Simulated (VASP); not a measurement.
Input of a VASP 6.6.1 run:

The input POSCAR:

```
HgTe
1.0
    0.0000000000      3.2241011875      3.2241011875
    3.2241011875      0.0000000000      3.2241011875
    3.2241011875      3.2241011875      0.0000000000
  Hg              Te
     1     1
Direct
     0.0000000000000000    0.0000000000000000    0.0000000000000000
     0.2500000000000000    0.2500000000000000    0.2500000000000000
```

File INCAR.step1:

```
SYSTEM = HgTe
PREC = Accurate
ENCUT = 600
EDIFF = 1E-8
ISMEAR = 0
SIGMA = 0.03
LREAL = .FALSE.
LASPH = .TRUE.
NELM = 80
ALGO = Fast
ISIF = 3
LWAVE = .FALSE.
LCHARG = .FALSE.
IBRION = 2
NSW = 40
EDIFFG = -0.002
```

Contents of INCAR.step2:

```
SYSTEM = HgTe
PREC = Accurate
ENCUT = 600
EDIFF = 1E-8
ISMEAR = 0
SIGMA = 0.03
LREAL = .FALSE.
LASPH = .TRUE.
NELM = 80
ALGO = Fast
ISIF = 2
LWAVE = .FALSE.
LCHARG = .FALSE.
IBRION = 6
NFREE = 2
POTIM = 0.015
NSW = 1
```

File KPOINTS:

```
Automatic mesh
0
G
  10 10 10
  0 0 0
```

Potentials or basis: VASP PAW LDA potentials, release 64 (Hg, Te).

Launch:

```console
$ cat potpaw_LDA.64/Hg/POTCAR potpaw_LDA.64/Te/POTCAR > POTCAR
$ cp INCAR.step1 INCAR
$ mpirun -np 1 vasp_std > vasp.out
$ cp CONTCAR POSCAR
$ cp INCAR.step2 INCAR
$ mpirun -np 1 vasp_std > vasp.out
```

**Question.** Predict the highest phonon frequency at Γ, LO-TO splitting left out.

**Answer.** 117 cm⁻¹.

Phonon frequencies in cm⁻¹ (negative: imaginary):
| q point | frequencies |
| --- | --- |
| (0.000, 0.000, 0.000) | 0 0 0 117 117 117 |

The run has no spin-orbit coupling, so splittings on Hg, Te are missing.
